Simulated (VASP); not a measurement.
Given:

```
RhN
1.0
    2.76900     0.00000     0.00000
    0.00000     2.76900     0.00000
    0.00000     0.00000     2.76900
Rh N
1 1
Direct
  0.00000   0.00000   0.00000
  0.50000   0.50000   0.50000
```

Method: PBEsol GGA, VASP's PBE PAW potentials (set 64) (plane waves; VASP 6.6.1). Run with 520 eV cut-off, 12×12×12 Γ-centred mesh, first-order Methfessel-Paxton smearing of 0.10 eV, potentials Rh_pv N.

Energy and stress use the plane-wave basis of the starting cell.

**Question.** The ions, cell shape and volume are relaxed. Predict the relaxed structure.

**Answer.** 
```
RhN
1.0
    2.67261     0.00000     0.00000
    0.00000     2.67261     0.00000
    0.00000     0.00000     2.67261
Rh N
1 1
Cartesian
  0.00000   0.00000   0.00000
  1.33631   1.33631   1.33631
```
Space group Pm-3m (221), at a tolerance of 0.03 Å.

**Question.** How do energy and volume change from the first to the last step?

**Answer.** The energy (σ→0) changes by -92.4 meV/atom and the volume by -10.1 %, in 7 ionic steps.

The structure was generated: RhN was put into the CsCl type type (Pm-3m), which need not be its known phase. This run relaxes it. Symmetry was kept, so distortions that lower it aren't found.
